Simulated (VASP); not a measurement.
```yaml
crystal:
  lattice:
    - [0.00000, 2.45310, 2.45310]
    - [2.45310, 0.00000, 2.45310]
    - [2.45310, 2.45310, 0.00000]
  atoms:
    - { symbol: Ca, position: [0.00000, 0.00000, 0.00000] }
    - { symbol: O, position: [0.50000, 0.50000, 0.50000] }
```

These are PBE GGA, VASP's PBE PAW potentials (set 64) (plane waves; VASP 6.6.1) values and carry that method's errors. Numerical set-up: 520 eV cut-off, 8×8×8 Γ-centred mesh, Gaussian smearing of 0.050 eV, potentials Ca_sv O.

Q: Give the stress tensor in GPa (positive for a compressed cell).

A: 
```
-3.99   0.00   0.00
 0.00  -3.99   0.00
 0.00   0.00  -3.99
```
The pressure is its mean diagonal, -3.99 GPa.

The compound is CaO in the rock salt structure. The cell was not relaxed at this level.
